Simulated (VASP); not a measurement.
An input for Quantum ESPRESSO's pw.x (written as the equivalent of a VASP run, and not itself run):

```
&CONTROL
  calculation = 'scf'
  pseudo_dir = './pseudo'
  outdir = './out'
  tprnfor = .true.
  tstress = .true.
/
&SYSTEM
  ibrav = 0
  nat = 1
  ntyp = 1
  ecutwfc = 40
  occupations = 'smearing'
  smearing = 'methfessel-paxton'
  degauss = 0.00735
  input_dft = 'pbesol'
/
&ELECTRONS
  conv_thr = 7.3e-09
  electron_maxstep = 100
/
ATOMIC_SPECIES
  Al 26.982 Al.upf
CELL_PARAMETERS angstrom
     0.0000000    1.9756940    2.0057807
     1.9756940    0.0000000    2.0057807
     1.9756940    1.9756940    0.0000000
ATOMIC_POSITIONS crystal
  Al   0.0000000  0.0000000  0.0000000
K_POINTS automatic
  14 14 14 0 0 0
```

Problem. Translate this input to VASP (INCAR, KPOINTS, POSCAR, choice of POTCAR).

Solution. One answer among several that fit: 
**KPOINTS**
```
K-points
0
Gamma
 14 14 14
```

INCAR:
```
SYSTEM = Al
PREC = Accurate
ENCUT = 480
EDIFF = 1E-7
NELM = 100
ALGO = Normal
LREAL = .FALSE.
LASPH = .TRUE.
ISMEAR = 1
SIGMA = 0.1
GGA = PS
LWAVE = .FALSE.
LCHARG = .FALSE.
ISIF = 2
```

### POSCAR
```
Al
1
    0.0000000000     1.9756939517     2.0057806616
    1.9756939517     0.0000000000     2.0057806616
    1.9756939517     1.9756939517     0.0000000000
Al
1
Direct
  0.0000000000   0.0000000000   0.0000000000
```

POTCAR, in this order: Al (PBE.64 set). Program: vasp_std.

Limits of the translation: the potentials are each code's own (VASP's PAW set, PseudoDojo norm-conserving files in pw.x), so ENCUT and ecutwfc are chosen apart and not converted; conv_thr bounds pw.x's estimated SCF error, while EDIFF bounds the energy change between steps.

The compound is Al in the fcc structure. This cell was strained or had an atom moved on purpose.
